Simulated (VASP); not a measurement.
Method: r2SCAN meta-GGA, VASP's PBE PAW potentials (set 64) (plane waves; VASP).

The input files of a VASP run:

**KPOINTS**
```
Automatic mesh
0
Gamma
16 16 16
0 0 0
```

INCAR:
```
! general
SYSTEM  = Ni
PREC    = Accurate
ENCUT   = 480
LREAL   = .FALSE.
LASPH   = .TRUE.

! electronic loop
EDIFF   = 1E-7
NELM    = 100
ALGO    = Normal
LMAXMIX = 4
LMIXTAU = .TRUE.

! smearing
ISMEAR  = 1
SIGMA   = 0.1

! functional
METAGGA = R2SCAN

! spin
ISPIN   = 2
MAGMOM  = 0.8

! ions
IBRION  = 2
NSW     = 40
ISIF    = 3
EDIFFG  = -0.01
PSTRESS = 200

! output
LWAVE   = .FALSE.
LCHARG  = .FALSE.
LORBIT  = 10
```

POSCAR:
```
Ni
1.0
  0.0000000000   1.6964320433   1.6964320433
  1.6964320433   0.0000000000   1.6964320433
  1.6964320433   1.6964320433   0.0000000000
Ni
1
Cart
  1.6964320433   1.6964320433   3.3928640866
```

POTCAR, in this order: Ni (PBE.64 set). Program: vasp_std.

Output

OSZICAR:
```
       N       E                     dE             d eps       ncg     rms          rms(c)
DAV:   1     0.140295776439E+02    0.14030E+02   -0.47445E+03  5388   0.142E+03
DAV:   2    -0.137041652169E+02   -0.27734E+02   -0.26547E+02  5320   0.167E+02
DAV:   3    -0.141423062462E+02   -0.43814E+00   -0.43755E+00  6098   0.283E+01
DAV:   4    -0.141467006095E+02   -0.43944E-02   -0.43939E-02  5904   0.238E+00
DAV:   5    -0.141468169155E+02   -0.11631E-03   -0.11631E-03  6136   0.333E-01    0.118E+01
DAV:   6    -0.123032151525E+02    0.18436E+01   -0.25378E+01  5555   0.865E+01    0.781E+00
DAV:   7    -0.119251994258E+02    0.37802E+00   -0.69378E+00  5561   0.374E+01    0.285E+00
DAV:   8    -0.119023685148E+02    0.22831E-01   -0.19194E-02  5325   0.189E+00    0.178E+00
DAV:   9    -0.118969939658E+02    0.53745E-02   -0.48370E-02  5889   0.329E+00    0.559E-01
DAV:  10    -0.118977949292E+02   -0.80096E-03   -0.36164E-02  6016   0.256E+00    0.295E-01
DAV:  11    -0.118977723138E+02    0.22615E-04   -0.30370E-03  5901   0.833E-01    0.107E-01
DAV:  12    -0.118978036630E+02   -0.31349E-04   -0.84645E-04  5635   0.403E-01    0.206E-02
DAV:  13    -0.118978075543E+02   -0.38913E-05   -0.38407E-05  5735   0.797E-02    0.935E-03
DAV:  14    -0.118978079312E+02   -0.37685E-06   -0.11851E-06  5753   0.154E-02    0.530E-03
DAV:  15    -0.118978080443E+02   -0.11313E-06   -0.20524E-06  5330   0.215E-02    0.168E-03
DAV:  16    -0.118978082223E+02   -0.17802E-06   -0.87836E-08  2930   0.355E-03    0.565E-04
DAV:  17    -0.118978081632E+02    0.59103E-07   -0.22116E-08  2712   0.191E-03
   1 F= -.10678934E+02 E0= -.10679268E+02  d E =-.106789E+02  mag=     0.7089
```

### OUTCAR
```
------------------------ aborting loop because EDIFF is reached ----------------------------------------
  FORCE on cell =-STRESS in cart. coord.  units (eV):
  Direction    XX          YY          ZZ          XY          YZ          ZX
  --------------------------------------------------------------------------------------
  Total        1.2107206      1.2107206      1.2107206     -0.0000000      0.0000000      0.0000000
  in kB      198.6621408    198.6621408    198.6621408     -0.0000000      0.0000000      0.0000000
  external PRESSURE =      -1.3378592 kB  Pullay stress =     200.0000000 kB
  volume of cell :        9.76
      direct lattice vectors                 reciprocal lattice vectors
     0.000000000  1.696432043  1.696432043    -0.294736239  0.294736239  0.294736239
     1.696432043  0.000000000  1.696432043     0.294736239 -0.294736239  0.294736239
     1.696432043  1.696432043  0.000000000     0.294736239  0.294736239 -0.294736239
 POSITION                                       TOTAL-FORCE (eV/Angst)
 -----------------------------------------------------------------------------------
      0.00000      0.00000      0.00000         0.000000      0.000000      0.000000
 -----------------------------------------------------------------------------------
    total drift:                                0.000000     -0.000000      0.000000
  FREE ENERGIE OF THE ION-ELECTRON SYSTEM (eV)
  ---------------------------------------------------
  free  energy   TOTEN  =       -11.8978081632 eV

  energy  without entropy=      -11.8988084660  energy(sigma->0) =      -11.89814160
  enthalpy is  TOTEN    =       -10.6789341714 eV   P V=        1.2188739918

 total charge

# of ion       s       p       d       tot
------------------------------------------
    1        0.565   0.623   8.374   9.563

 magnetization (x)

# of ion       s       p       d       tot
------------------------------------------
    1       -0.009  -0.045   0.772   0.718

 reached required accuracy - stopping structural energy minimisation
```
(Selected blocks of OUTCAR.)

The compound is Ni in the fcc structure. It was relaxed first under an external pressure of 20 GPa.
